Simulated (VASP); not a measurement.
An input for Quantum ESPRESSO's pw.x (written as the equivalent of a VASP run, and not itself run):

```
&CONTROL
  calculation = 'vc-relax'
  pseudo_dir = './pseudo'
  outdir = './out'
  tprnfor = .true.
  tstress = .true.
  nstep = 60
  forc_conv_thr = 0.00078
/
&SYSTEM
  ibrav = 0
  nat = 3
  ntyp = 2
  ecutwfc = 84
  occupations = 'smearing'
  smearing = 'methfessel-paxton'
  degauss = 0.00735
  input_dft = 'revpbe'
/
&ELECTRONS
  conv_thr = 7.3e-08
  electron_maxstep = 100
/
&IONS
/
&CELL
/
ATOMIC_SPECIES
  Mg 24.305 Mg.upf
  B 10.810 B.upf
CELL_PARAMETERS angstrom
     1.5506708   -2.6858401    0.0000000
     1.5506708    2.6858401   -0.0000000
    -0.0000000   -0.0000000    3.5228731
ATOMIC_POSITIONS crystal
  Mg   1.0000000  1.0000000  0.0000000
  B    0.3333330  0.6666670  0.5000000
  B    0.6666670  0.3333330  0.5000000
K_POINTS automatic
  10 10 8 0 0 0
```

### Question
Write the VASP files for the same calculation (revPBE).

### Answer
This is not unique; one that fits is 
**INCAR**
```
! general
SYSTEM=MgB2
PREC  =Accurate
ENCUT =520
LREAL =.False.
LASPH =.True.   ! aspherical one-centre terms

! electronic loop
EDIFF =1E-6   ! SCF stop (eV)
NELM  =100   ! most electronic steps
ALGO  =Normal   ! blocked Davidson

! smearing
ISMEAR=1
SIGMA =0.1

! functional
GGA   =RE   ! revPBE

! ions
IBRION=2   ! conjugate gradients
NSW   =60
ISIF  =3   ! ions, shape and volume
EDIFFG=-0.02

! output
LWAVE =.False.
LCHARG=.False.
```

### KPOINTS
```
Automatic mesh
0
Gamma
10 10 8
0 0 0
```

POSCAR:
```
MgB2
1.0
  1.5506707813  -2.6858400759   0.0000000000
  1.5506707813   2.6858400759   0.0000000000
  0.0000000000   0.0000000000   3.5228730820
Mg B
1 2
Cart
  3.1013415626   0.0000000000   0.0000000000
  1.5506707813   0.8952818159   1.7614365410
  1.5506707813  -0.8952818159   1.7614365410
```

POTCAR, in this order: Mg B (PBE.64 set). Program: vasp_std.

What does not carry over: the potentials are each code's own (VASP's PAW set, PseudoDojo norm-conserving files in pw.x), so ENCUT and ecutwfc are chosen apart and not converted; conv_thr bounds pw.x's estimated SCF error, while EDIFF bounds the energy change between steps; forc_conv_thr acts on force components and is met together with etot_conv_thr.

The compound is MgB2 in the AlB2 type structure. This run relaxes it. Symmetry was kept, so distortions that lower it aren't found. The start is the result of an earlier pass.
